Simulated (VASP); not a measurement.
Method: SCAN meta-GGA, VASP's PBE PAW potentials (set 64) (plane waves; VASP).

The input files of a VASP run:

POSCAR:
```
P
1
    1.6501235794    -5.3894105430     0.0000000000
    1.6501235794     5.3894105430     0.0000000000
    0.0000000000     0.0000000000     4.5123303528
P
4
Direct
  0.0969764176   0.9030235824   0.9119713787
  0.4030235824   0.5969764176   0.4119713787
  0.5969764176   0.4030235824   0.5880286213
  0.9030235824   0.0969764176   0.0880286213
```

**INCAR**
```
! general
SYSTEM =P
PREC   =Accurate
ENCUT  =520
LREAL  =.False.
LASPH  =.True.

! electronic loop
EDIFF  =1E-6
NELM   =100
ALGO   =Normal
LMIXTAU=.True.

! smearing
ISMEAR =0
SIGMA  =0.05

! functional
METAGGA=SCAN

! ions
IBRION =2
NSW    =60
ISIF   =3
EDIFFG =-0.02

! output
LWAVE  =.False.
LCHARG =.False.
```

### KPOINTS
```
kpoints
0
gamma
  6 6 5
0 0 0
```

POTCAR, in this order: P (PBE.64 set). Program: vasp_std.

**Question.** What does the run give for the energy per atom (σ→0), volume per atom, band gap (on the k-mesh)?

**Answer.** 
| Item | Result |
|---|---|
| energy per atom (σ→0) | -10.393 eV/atom |
| band gap (on the k-mesh) | 0.29 eV |
| volume per atom | 20.26 Å³/atom |

### OSZICAR
```
...
DAV:   2    -0.415734708004E+02   -0.25060E-04   -0.30868E-03  1260   0.490E-01    0.747E-02
DAV:   3    -0.415733208568E+02    0.14994E-03   -0.35841E-04  1302   0.178E-01    0.382E-02
DAV:   4    -0.415733186442E+02    0.22125E-05   -0.17687E-04  1146   0.139E-01    0.240E-02
DAV:   5    -0.415733671228E+02   -0.48479E-04   -0.23308E-04  1104   0.212E-01    0.167E-02
DAV:   6    -0.415732949639E+02    0.72159E-04   -0.15387E-04  1098   0.166E-01    0.555E-03
DAV:   7    -0.415732911553E+02    0.38086E-05   -0.10857E-05  1260   0.426E-02    0.290E-03
DAV:   8    -0.415732909344E+02    0.22089E-06   -0.42551E-06  1212   0.295E-02
   9 F= -.41573291E+02 E0= -.41573291E+02  d E =-.519411E-03
```

The compound is P in the black structure. This run relaxes it. Symmetry was kept, so distortions that lower it aren't found. The start is the result of an earlier pass.
